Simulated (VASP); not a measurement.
# Pd8CO in VASP: notebook

The runs below take Pd8CO through relaxation of the atoms, single point, with PBE.

Everything below comes from runs of VASP 6.6.1. Logs are shortened: lines on timing, memory, paths and dates and some standing lists are left out, and cuts for length are marked.

**1. The slab as given**

The cell holds a slab with vacuum, 10 atoms: a = 5.572 Å, b = 2.786 Å, c = 26.974 Å, α = 90.00°, β = 90.00°, γ = 120.00°.

**2. Relaxation of the atoms, PBE**

File INCAR:

```
SYSTEM = Pd8CO
PREC     = Normal         ! precision mode
ENCUT    = 450            ! plane-wave cutoff, eV
EDIFF    = 1E-6           ! SCF threshold, eV
ISMEAR   = 1              ! smearing method
SIGMA    = 0.1            ! smearing width, eV
LREAL    = Auto         
LASPH    = .TRUE.         ! aspherical terms in the spheres
NELM     = 80             ! most SCF steps
ALGO     = Normal         ! electronic algorithm
ISIF     = 2              ! what is computed and relaxed
LWAVE    = .FALSE.        ! write WAVECAR
LCHARG   = .FALSE.        ! write CHGCAR
LDIPOL   = .TRUE.       
IDIPOL   = 3            
DIPOL    = 0.5 0.5 0.482
GGA      = PE             ! functional
IBRION   = 2              ! ionic algorithm
NSW      = 90             ! ionic steps
EDIFFG   = -0.03          ! ionic threshold
KPAR     = 4
```

File KPOINTS:

```
regular mesh
0
G
  6 12 1
  0 0 0
```

File POSCAR:

```
Pd8CO
1.0
    5.5718854700      0.0000000000      0.0000000000
   -1.3929713700      2.4126971800      0.0000000000
    0.0000000000      0.0000000000     26.9741381500
Pd C O
8 1 1
Selective dynamics
Direct
    0.3333333300      0.3333333300      0.3151166500  F F F
    0.8333333300      0.3333333300      0.3151166500  F F F
    0.6666666700      0.6666666700      0.3994460400  F F F
    0.1666666700      0.6666666700      0.3994460400  F F F
    0.0000000000      0.0000000000      0.4837754400  T T T
    0.5000000000      0.0000000000      0.4837754400  T T T
    0.3333333300      0.3333333300      0.5681048300  T T T
    0.8333333300      0.3333333300      0.5681048300  T T T
    0.1666666700      0.6666666700      0.6244551000  T T T
    0.1666666700      0.6666666700      0.6670885300  T T T
```

Potentials or basis: VASP PAW PBE potentials, release 64 (Pd, C, O).

The run is started by

```sh
> cat potpaw_PBE.64/Pd/POTCAR potpaw_PBE.64/C/POTCAR potpaw_PBE.64/O/POTCAR > POTCAR
> mpirun -np 4 vasp_std > vasp.out
```

OUTCAR:

```text
SYSTEM = Pd8CO
   PREC = Normal
   ENCUT = 450
   EDIFF = 1E-6
   ISMEAR = 1
   LREAL = Auto
   LASPH = .TRUE.
   NELM = 80
   ISIF = 2
   GGA = PE
   IBRION = 2
   NSW = 90
   EDIFFG = -0.03

 ion  position               nearest neighbor table
   1  0.333  0.333  0.315-   4 2.79   4 2.79   3 2.79   2 2.79   2 2.79   2 2.79   2 2.79
   2  0.833  0.333  0.315-   3 2.79   3 2.79   4 2.79   1 2.79   1 2.79   1 2.79   1 2.79
   3  0.667  0.667  0.399-   2 2.79   2 2.79   1 2.79   4 2.79   4 2.79   4 2.79   4 2.79   5 2.79
                             6 2.79   6 2.79
   4  0.167  0.667  0.399-   1 2.79   1 2.79   2 2.79   3 2.79   3 2.79   3 2.79   3 2.79   6 2.79
                             5 2.79   5 2.79
   5  0.000  0.000  0.484-   7 2.79   8 2.79   8 2.79   6 2.79   6 2.79   6 2.79   6 2.79   3 2.79
                             4 2.79   4 2.79
   6  0.500  0.000  0.484-   8 2.79   7 2.79   7 2.79   5 2.79   5 2.79   5 2.79   5 2.79   4 2.79
                             3 2.79   3 2.79
   7  0.333  0.333  0.568-   9 2.21   9 2.21   5 2.79   6 2.79   6 2.79   8 2.79   8 2.79   8 2.79
                             8 2.79
   8  0.833  0.333  0.568-   9 2.21   6 2.79   5 2.79   5 2.79   7 2.79   7 2.79   7 2.79   7 2.79

   9  0.167  0.667  0.624-  10 1.15   7 2.21   7 2.21   8 2.21
  10  0.167  0.667  0.667-   9 1.15

  Warning from LATTYP: Monoclinic adjustment (A1->A3, A2->A1, A3->A2)!
  LATTYP: Found a simple orthorhombic cell.
 ALAT       =     2.7859427345
 B/A-ratio  =     1.7320508067
 C/A-ratio  =     9.6822299381

  Lattice vectors:

 A1 = (   1.3929713700,  -2.4126971800,   0.0000000000)
 A2 = (   4.1789141000,   2.4126971800,   0.0000000000)
 A3 = (   0.0000000000,   0.0000000000,  26.9741381500)

Analysis of symmetry for initial positions (statically):
=====================================================================
 Subroutine PRICEL returns:
 Original cell was already a primitive cell.

 Routine SETGRP: Setting up the symmetry group for a
 simple orthorhombic supercell.

 Subroutine GETGRP returns: Found  2 space group operations
 (whereof  2 operations were pure point group operations)
 out of a pool of  8 trial point group operations.

The static configuration has the point symmetry C_1h.

Analysis of symmetry for dynamics (positions and initial velocities):
=====================================================================
 Subroutine PRICEL returns:
 Original cell was already a primitive cell.

 Routine SETGRP: Setting up the symmetry group for a
 simple orthorhombic supercell.

 Subroutine GETGRP returns: Found  2 space group operations
 (whereof  2 operations were pure point group operations)
 out of a pool of  8 trial point group operations.

The dynamic configuration has the point symmetry C_1h.

Analysis of constrained symmetry for selective dynamics:
=====================================================================
 Subroutine PRICEL returns:
 Original cell was already a primitive cell.

 Routine SETGRP: Setting up the symmetry group for a
 simple orthorhombic supercell.

 Subroutine GETGRP returns: Found  2 space group operations
 (whereof  2 operations were pure point group operations)
 out of a pool of  8 trial point group operations.

The constrained configuration has the point symmetry C_1h.

 Subroutine INISYM returns: Found  2 space group operations
 (whereof  2 operations are pure point group operations),
 and found     1 'primitive' translations

----------------------------------------------------------------------------------------

                                     Primitive cell

  volume of cell :     362.6207

  direct lattice vectors                    reciprocal lattice vectors
     5.571885470  0.000000000  0.000000000     0.179472461  0.103618474  0.000000000
    -1.392971370  2.412697180  0.000000000     0.000000000  0.414473896  0.000000000
     0.000000000  0.000000000 26.974138150     0.000000000  0.000000000  0.037072547

  length of vectors
     5.571885470  2.785942735 26.974138150     0.207236948  0.414473896  0.037072547

  position of ions in fractional coordinates (direct lattice)
     0.333333330  0.333333330  0.315116650
     0.833333330  0.333333330  0.315116650
     0.666666670  0.666666670  0.399446040
     0.166666670  0.666666670  0.399446040
     0.000000000  0.000000000  0.483775440
     0.500000000  0.000000000  0.483775440
     0.333333330  0.333333330  0.568104830
     0.833333330  0.333333330  0.568104830
     0.166666670  0.666666670  0.624455100
     0.166666670  0.666666670  0.667088530

  ion indices of the primitive-cell ions
   primitive index   ion index
                 1           1
                 2           2
                 3           3
                 4           4
                 5           5
                 6           6
                 7           7
                 8           8
                 9           9
                10          10

----------------------------------------------------------------------------------------

 KPOINTS: regular mesh

Automatic generation of k-mesh.
 Grid dimensions read from file:
 generate k-points for:    6   12    1

 Generating k-lattice:

  Cartesian coordinates                     Fractional coordinates (reciprocal lattice)
     0.029912077  0.017269746  0.000000000     0.166666667  0.000000000  0.000000000
     0.000000000  0.034539491  0.000000000     0.000000000  0.083333333  0.000000000
     0.000000000  0.000000000  0.037072547     0.000000000  0.000000000  1.000000000

  Length of vectors
     0.034539491  0.034539491  0.037072547

  Shift w.r.t. Gamma in fractional coordinates (k-lattice)
     0.000000000  0.000000000  0.000000000

 Subroutine IBZKPT returns following result:
 ===========================================

 Found     25 irreducible k-points:

 Following reciprocal coordinates:
            Coordinates               Weight
  0.000000  0.000000  0.000000      1.000000
  0.166667  0.000000  0.000000      2.000000
  0.333333  0.000000  0.000000      2.000000
  0.500000  0.000000  0.000000      1.000000
  0.000000  0.083333  0.000000      4.000000
  0.166667  0.083333  0.000000      4.000000
[... 16 lines left out ...]
  0.166667  0.500000  0.000000      2.000000
  0.333333  0.500000  0.000000      2.000000
   k-points           NKPTS =     25   k-points in BZ     NKDIM =     25   number of bands    NBANDS=     54
   number of dos      NEDOS =    301   number of ions     NIONS =     10
   total plane-waves  NPLWV =  58800
   dimension x,y,z NGX =    30 NGY =   14 NGZ =  140
   dimension x,y,z NGXF=    60 NGYF=   28 NGZF=  280
   ions per type =               8   1   1
   NGX,Y,Z   is equivalent  to a cutoff of   8.95,  8.35,  8.63 a.u.
   NGXF,Y,Z  is equivalent  to a cutoff of  17.90, 16.71, 17.26 a.u.
 SYSTEM =  Pd8CO
   PREC   = normal    normal or accurate (medium, high low for compatibility)
   ISTART =      0    job   : 0-new  1-cont  2-samecut
   ICHARG =      2    charge: 1-file 2-atom 10-const
   ISPIN  =      1    spin polarized calculation?
   LNONCOLLINEAR =      F non collinear calculations
   LSORBIT =      F    spin-orbit coupling
   LASPH  =      T    aspherical Exc in radial PAW
   ENCUT  =  450.0 eV  33.07 Ry    5.75 a.u.   9.64  4.82 46.66*2*pi/ulx,y,z
   NELM   =     80;   NELMIN=  2; NELMDL= -5     # of ELM steps
   EDIFF  = 0.1E-05   stopping-criterion for ELM
   LREAL  =      T    real-space projection
   EDIFFG = -.3E-01   stopping-criterion for IOM
   NSW    =     90    number of steps for IOM
   IBRION =      2    ionic relax: 0-MD 1-quasi-New 2-CG
   NFREE  =      1    steps in history (QN), initial steepest desc. (CG)
   ISIF   =      2    stress and relaxation
   ISYM   =      2    0-nonsym 1-usesym 2-fastsym
   POTIM  = 0.5000    time-step for ionic-motion
   TEBEG  =    0.0;   TEEND  =   0.0 temperature during run
   PSTRESS=    0.0 pullay stress
   NELECT =      90.0000    total number of electrons
   NUPDOWN=      -1.0000    fix difference up-down
   EMIN   =  10.00;   EMAX   =-10.00  energy-range for DOS
   EFERMI =   0.00;   METHOD = LEGACY
   ISMEAR =     1;   SIGMA  =   0.10  broadening in eV -4-tet -1-fermi 0-gaus
   EFERMI_NEDOS =   21; number of points for ismear=-14 and -15
   IALGO  =     38    algorithm
   IMIX   =      4    mixing-type and parameters
     AMIX     =   0.40;   BMIX     =  1.00
     AMIX_MAG =   1.60;   BMIX_MAG =  1.00
  volume/ion in A,a.u.               =      36.26       244.71
  Fermi-wavevector in a.u.,A,eV,Ry     =   1.028817  1.944182 14.401283  1.058464
  Thomas-Fermi vector in A             =   2.162833
   LORBIT       =      0    0 simple, 1 ext, 2 COOP (PROOUT), +10 PAW based schemes
   GGA     = PE    functional components
   LHFCALC =     F    Hartree Fock is set to
   AEXX    =    0.0000 exact exchange contribution
   IVDW    =     0    specifies the selected vdW correction
   LEPSILON=     F    determine dielectric tensor
   LRPA    =     F    only Hartree local field effects (RPA)
 conjugate gradient relaxation of ions
 non-spin polarized calculation
 Methfessel and Paxton  Order N= 1 SIGMA  =   0.10
  energy-cutoff  :      450.00
  volume of cell :      362.62
 maximum number of plane-waves:      7895
   NGX = 19   NGY =  9   NGZ = 93

 dipolmoment           0.000000      0.000000     -0.322937 electrons x Angstroem

--------------------------------------- Ionic step        1  -------------------------------------------

 number of electron      89.9999972 magnetization

 Free energy of the ion-electron system (eV)
  ---------------------------------------------------
  ext. energy  EPLUGINS =         0.00000000
  ---------------------------------------------------
  free energy    TOTEN  =       -55.75110868 eV

  energy without entropy =      -55.75211924  energy(sigma->0) =      -55.75144554

------------------------ aborting loop because EDIFF is reached ----------------------------------------

  FORCE on cell =-STRESS in cart. coord.  units (eV):
  Direction    XX          YY          ZZ          XY          YZ          ZX
  --------------------------------------------------------------------------------------
  -------------------------------------------------------------------------------------
  Total       -2.8263733     -1.8940423      1.5586362     -0.8074224     -0.0758574     -0.1313882
  in kB      -12.4878460     -8.3685012      6.8865668     -3.5674573     -0.3351627     -0.5805164
  external PRESSURE =      -4.6565935 kB  Pullay stress =       0.0000000 kB
[... 113 lines left out ...]
  FREE ENERGIE OF THE ION-ELECTRON SYSTEM (eV)
  ---------------------------------------------------
  free  energy   TOTEN  =       -55.8126398946 eV

  energy  without entropy=      -55.8141629304  energy(sigma->0) =      -55.81314757

[... ionic steps 4 to 34 ...]

--------------------------------------- Ionic step       35  -------------------------------------------

 number of electron      89.9999976 magnetization

------------------------ aborting loop because EDIFF is reached ----------------------------------------
[... 83 lines left out ...]
--------------------------------------- Ionic step       37  -------------------------------------------

 number of electron      89.9999977 magnetization

 dipolmoment           0.000000      0.000000      0.106298 electrons x Angstroem

 Free energy of the ion-electron system (eV)
  ---------------------------------------------------
  ext. energy  EPLUGINS =         0.00000000
  ---------------------------------------------------
  free energy    TOTEN  =       -55.96574068 eV

  energy without entropy =      -55.96798855  energy(sigma->0) =      -55.96648997

 E-fermi :  -0.3578     XC(G=0):  -5.5210

 val. band max:       -0.3605721479   @ k =   0.1667   0.2500   0.0000
 cond. band min:      -0.3557100985   @ k =   0.1667   0.0833   0.0000
 fundamental gap:      0.0048620494
 Fermi energy:        -0.3578018230

 k-point     1 :       0.0000    0.0000    0.0000
  band No.  band energies     occupation
      1     -23.1426      2.00000
      2     -10.6327      2.00000
      3      -7.2240      2.00000
      4      -6.8894      2.00000
      5      -6.5781      2.00000
      6      -5.5446      2.00000
[... 1357 lines left out ...]
     53       5.0125      0.00000
     54       6.0184      0.00000

 [... further k-points ...]

------------------------ aborting loop because EDIFF is reached ----------------------------------------

 vacuum level on the upper side and lower side of the slab       (xc-potential included)         0.527        -0.858

  FORCE on cell =-STRESS in cart. coord.  units (eV):
  Direction    XX          YY          ZZ          XY          YZ          ZX
  --------------------------------------------------------------------------------------
  -------------------------------------------------------------------------------------
  Total       -2.3194718     -1.3476605     -0.0170359     -0.8416133     -0.0787885     -0.1364663
  in kB      -10.2481883     -5.9544067     -0.0752703     -3.7185239     -0.3481136     -0.6029528
  external PRESSURE =      -5.4259551 kB  Pullay stress =       0.0000000 kB
[... 25 lines left out ...]
  FREE ENERGIE OF THE ION-ELECTRON SYSTEM (eV)
  ---------------------------------------------------
  free  energy   TOTEN  =       -55.9657406763 eV

  energy  without entropy=      -55.9679885503  energy(sigma->0) =      -55.96648997

 reached required accuracy - stopping structural energy minimisation

 vacuum level on the upper side and lower side of the slab         6.122         4.694
```

Run time: 14 min. Hardware: 4 MPI ranks of Intel Xeon 6975P-C (Granite Rapids), shared host; peak memory 0.43 GiB.

Results:

| Item | Value |
| --- | --- |
| Free energy | -55.9657 eV |
| Energy gained by relaxing | 21.5 meV/atom |
| Ionic steps | 37 |
| Band gap on the k mesh | none (metal or under the smearing width) |

The path:
```tsv
step	energy change (eV)	largest force (eV/Å)	pressure (GPa)
1	0.0000	3.7576	-0.47
2	1.5294	9.7874	-2.53
3	-0.0615	1.6361	-1.13
4	-0.0625	1.2804	-1.07
5	-0.1662	0.8230	-0.88
6	-0.1861	0.4991	-0.67
7	-0.1582	3.0731	-0.16
8	-0.1906	0.6037	-0.54
9	-0.2014	0.3652	-0.61
10	-0.2066	0.2443	-0.69
11	-0.2087	0.2104	-0.64
12	-0.2098	0.4396	-0.56
13	-0.2106	0.3044	-0.57
14	-0.2115	0.1239	-0.59
15	-0.2115	0.1245	-0.59
16	-0.2116	0.1237	-0.59
17	-0.2118	0.1221	-0.58
18	-0.2121	0.1179	-0.58
19	-0.2124	0.1093	-0.56
20	-0.2126	0.1070	-0.58
21	-0.2126	0.1208	-0.59
22	-0.2127	0.1197	-0.59
23	-0.2129	0.1126	-0.60
24	-0.2133	0.1272	-0.60
25	-0.2135	0.1698	-0.61
26	-0.2134	0.2448	-0.56
27	-0.2136	0.0807	-0.58
28	-0.2138	0.0728	-0.58
29	-0.2142	0.0779	-0.58
30	-0.2144	0.0860	-0.55
31	-0.2144	0.0836	-0.56
32	-0.2145	0.1236	-0.53
33	-0.2145	0.0855	-0.54
34	-0.2145	0.0870	-0.54
35	-0.2146	0.0908	-0.54
36	-0.2146	0.0926	-0.54
37	-0.2146	0.0935	-0.54
```

Final structure:
```
CELL_PARAMETERS angstrom
5.57189 0.00000 0.00000
-1.39297 2.41270 0.00000
0.00000 0.00000 26.97414
ATOMIC_POSITIONS crystal
Pd 0.33333 0.33333 0.31512
Pd 0.83333 0.33333 0.31512
Pd 0.66667 0.66667 0.39945
Pd 0.16667 0.66667 0.39945
Pd 0.00289 0.00289 0.48337
Pd 0.50307 0.00307 0.48528
Pd 0.34286 0.34286 0.57210
Pd 0.84108 0.34108 0.56994
C 0.15817 0.65817 0.62040
O 0.15476 0.65476 0.66420
```

Caveat: the cutoff is under 1.25 times the usual one of these potentials, so pressure, stress and relaxed cells hold a basis-set (Pulay) error; the standard files for N, O and F lose accuracy on very short bonds.

**3. Single point, PBE**

File INCAR:

```
SYSTEM = Pd8CO
  ALGO = Normal
  DIPOL = 0.5 0.5 0.482
  EDIFF = 1E-7
  ENCUT = 450
  GGA = PE
  ICORELEVEL = 1
  IDIPOL = 3
  ISIF = 2
  ISMEAR = 1
  KPAR = 4
  LASPH = .True.
  LCHARG = .False.
  LDIPOL = .True.
  LREAL = Auto
  LVACPOTAV = .True.
  LVHAR = .True.
  LWAVE = .False.
  NELM = 80
  PREC = Normal
  SIGMA = 0.1
```

File KPOINTS:

```
k-points
0
Gamma
  6 12 1
  0 0 0
```

File POSCAR:

```
Pd8CO                                   
1.0
    5.5718854700      0.0000000000      0.0000000000
   -1.3929713700      2.4126971800      0.0000000000
    0.0000000000      0.0000000000     26.9741381500
  Pd              C               O             
     8     1     1
Selective dynamics
Direct
     0.3333333300000021    0.3333333300000021    0.3151166500000002   F   F   F
     0.8333333300000021    0.3333333300000021    0.3151166500000002   F   F   F
     0.6666666699999979    0.6666666699999979    0.3994460400000008   F   F   F
     0.1666666699999979    0.6666666699999979    0.3994460400000008   F   F   F
     0.0028890946763050    0.0028890946763050    0.4833704019534869   T   T   T
     0.5030708205164262    0.0030708205164260    0.4852816121694304   T   T   T
     0.3428618839805335    0.3428618839805335    0.5720996163403888   T   T   T
     0.8410844694641644    0.3410844694641646    0.5699423291025161   T   T   T
     0.1581659930890380    0.6581659930890382    0.6204012053451166   T   T   T
     0.1547616247751289    0.6547616247751289    0.6642031369828459   T   T   T
```

Potentials or basis: VASP PAW PBE potentials, release 64 (Pd, C, O).

The run is started by

```sh
> cat potpaw_PBE.64/Pd/POTCAR potpaw_PBE.64/C/POTCAR potpaw_PBE.64/O/POTCAR > POTCAR
> mpirun -np 4 vasp_std > vasp.out
```

Wall time 69 s (4 MPI ranks of Intel Xeon 6975P-C (Granite Rapids), shared host); peak memory 0.41 GiB.

Results (log left out):

```yaml
Free_energy: -55.9657 eV
Largest_force: 0.094 eV/Å
Band_gap_on_the_k_mesh: none (metal or under the smearing width)
Work_function_of_the_upper_face: 6.64 eV
Work_function_of_the_lower_face: 5.21 eV
```

Forces in eV/Å, atoms in the order of the input:
```
Pd  -0.001 -0.001 -0.023
Pd  -0.010 -0.006 -0.067
Pd  -0.035 -0.020  0.084
Pd   0.051  0.030  0.026
Pd   0.004  0.002  0.008
Pd   0.005  0.003 -0.024
Pd  -0.012 -0.007 -0.012
Pd   0.022  0.013 -0.007
C   -0.011 -0.006 -0.008
O   -0.013 -0.008  0.023
```

Levels at points of the mesh, in eV from the Fermi level:
```
           k point  band 43  band 44  band 45  band 46  band 47  band 48  band 49  band 50
(0.00, 0.00, 0.00)    -0.13    -0.11    -0.07     0.08     0.18     0.32     1.01     1.48
(0.50, 0.00, 0.00)    -0.84    -0.80    -0.65    -0.52    -0.09    -0.02     0.10     0.45
(0.00, 0.50, 0.00)     0.32     0.33     0.34     1.08     2.12     2.36     3.09     3.36
(0.50, 0.50, 0.00)     0.12     0.14     0.95     1.34     2.50     2.53     3.03     3.32
```

Core levels (eV, on the scale of the bands):
```
atom                                                                                    levels
1 Pd  1s -24160.2, 2s -3526.5, 2p -3161.3, 3s -635.0, 3p -515.0, 3d -324.5, 4s -84.0, 4p -49.7
2 Pd  1s -24160.2, 2s -3526.5, 2p -3161.3, 3s -634.9, 3p -514.9, 3d -324.5, 4s -84.0, 4p -49.7
3 Pd  1s -24160.6, 2s -3526.9, 2p -3161.7, 3s -635.3, 3p -515.3, 3d -324.9, 4s -84.3, 4p -50.0
4 Pd  1s -24160.6, 2s -3526.9, 2p -3161.7, 3s -635.3, 3p -515.3, 3d -324.9, 4s -84.3, 4p -50.0
5 Pd  1s -24160.5, 2s -3526.8, 2p -3161.6, 3s -635.3, 3p -515.3, 3d -324.8, 4s -84.3, 4p -50.0
6 Pd  1s -24160.5, 2s -3526.8, 2p -3161.6, 3s -635.3, 3p -515.3, 3d -324.8, 4s -84.3, 4p -50.0
```

Caveat: the cutoff is under 1.25 times the usual one of these potentials, so pressure, stress and relaxed cells hold a basis-set (Pulay) error; the standard files for N, O and F lose accuracy on very short bonds.
